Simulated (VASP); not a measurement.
Output of a VASP run:

OSZICAR:
```
       N       E                     dE             d eps       ncg     rms          rms(c)
DAV:   1     0.697593068820E+02    0.69759E+02   -0.70449E+03 34700   0.131E+03
DAV:   2    -0.143227944596E+02   -0.84082E+02   -0.77757E+02 33970   0.237E+02
DAV:   3    -0.161285246762E+02   -0.18057E+01   -0.17640E+01 40991   0.487E+01
DAV:   4    -0.161574210426E+02   -0.28896E-01   -0.28890E-01 48022   0.464E+00
DAV:   5    -0.161576281651E+02   -0.20712E-03   -0.20712E-03 41692   0.374E-01    0.146E+01
DAV:   6    -0.145214734627E+02    0.16362E+01   -0.13937E+01 36196   0.752E+01    0.715E+00
DAV:   7    -0.140904794918E+02    0.43099E+00   -0.19539E+00 37393   0.273E+01    0.380E+00
DAV:   8    -0.140728156497E+02    0.17664E-01   -0.19576E-02 46392   0.162E+00    0.178E+00
DAV:   9    -0.140575723733E+02    0.15243E-01   -0.61084E-03 47755   0.138E+00    0.514E-01
DAV:  10    -0.140576168073E+02   -0.44434E-04   -0.11189E-03 45668   0.466E-01    0.122E-01
DAV:  11    -0.140575196680E+02    0.97139E-04   -0.88237E-05 47749   0.135E-01    0.276E-02
DAV:  12    -0.140575183164E+02    0.13516E-05   -0.45212E-06 36670   0.250E-02    0.146E-02
DAV:  13    -0.140575179008E+02    0.41562E-06   -0.11425E-06 20751   0.157E-02
   1 F= -.14057518E+02 E0= -.14057503E+02  d E =-.581773E-04  mag=     3.2628
```

OUTCAR:
```
------------------------ aborting loop because EDIFF is reached ----------------------------------------
  FORCE on cell =-STRESS in cart. coord.  units (eV):
  Direction    XX          YY          ZZ          XY          YZ          ZX
  --------------------------------------------------------------------------------------
  Total       -0.9772849     -0.7379479     -0.0704063     -0.1503505      0.0000000      0.0000000
  in kB      -70.8416179    -53.4925143     -5.1036292    -10.8986393      0.0000000      0.0000000
  external PRESSURE =     -43.1459205 kB  Pullay stress =       0.0000000 kB
  volume of cell :       22.10
      direct lattice vectors                 reciprocal lattice vectors
     1.267973000 -2.179276000  0.000000000     0.394330163 -0.229433996  0.000000000
     1.267973000  2.179276000  0.000000000     0.394330163  0.229433996  0.000000000
     0.000000000  0.000000000  3.999365000     0.000000000  0.000000000  0.250039694
 POSITION                                       TOTAL-FORCE (eV/Angst)
 -----------------------------------------------------------------------------------
      1.26797      0.72643      0.99984         0.179427      0.014635      0.000000
      1.33746     -0.72643      2.99952        -0.179427     -0.014635      0.000000
 -----------------------------------------------------------------------------------
    total drift:                                0.000014      0.000007      0.000000
  FREE ENERGIE OF THE ION-ELECTRON SYSTEM (eV)
  ---------------------------------------------------
  free  energy   TOTEN  =       -14.0575179008 eV

  energy  without entropy=      -14.0574597235  energy(sigma->0) =      -14.05750336

 total charge

# of ion       s       p       d       tot
------------------------------------------
    1        0.482   0.506   7.249   8.237
    2        0.482   0.506   7.249   8.237
--------------------------------------------------
tot          0.965   1.011  14.497  16.473

 magnetization (x)

# of ion       s       p       d       tot
------------------------------------------
    1       -0.014  -0.054   1.723   1.655
    2       -0.014  -0.054   1.723   1.655
--------------------------------------------------
tot         -0.029  -0.107   3.445   3.309
```
(Selected blocks of OUTCAR.)

**POSCAR**
```
Co
1
    1.2679730000    -2.1792760000     0.0000000000
    1.2679730000     2.1792760000     0.0000000000
    0.0000000000     0.0000000000     3.9993650000
Co
2
Direct
  0.3333330000   0.6666670000   0.2500000000
  0.6940680000   0.3607340000   0.7500000000
```

### Question
Reconstruct the remaining input files.

### Answer
One answer among several that fit: the input of the run itself, PBE GGA, plane waves, VASP's PBE PAW potentials (set 64).

**INCAR**
```
SYSTEM  =  Co
PREC  =  Accurate; ENCUT  =  400; LREAL  =  F
LASPH  =  T
EDIFF  =  1E-6; NELM  =  100; ALGO  =  Normal
LMAXMIX  =  4
ISMEAR  =  2; SIGMA  =  0.05
GGA  =  PE
MAGMOM  =  1.8 1.8
ISPIN  =  2
ISIF  =  2
LWAVE  =  F; LCHARG  =  F; LORBIT  =  10
```

### KPOINTS
```
Automatic mesh
0
Gamma
15 15 8
0 0 0
```

POTCAR, in this order: Co (PBE.64 set). Program: vasp_std.

The compound is Co in the hcp structure. The cell was not relaxed at this level, atoms are displaced from their ideal sites. The run is one of a series of settings (ISMEAR = 2, SIGMA = 0.05 against the base run), some of them coarse on purpose.
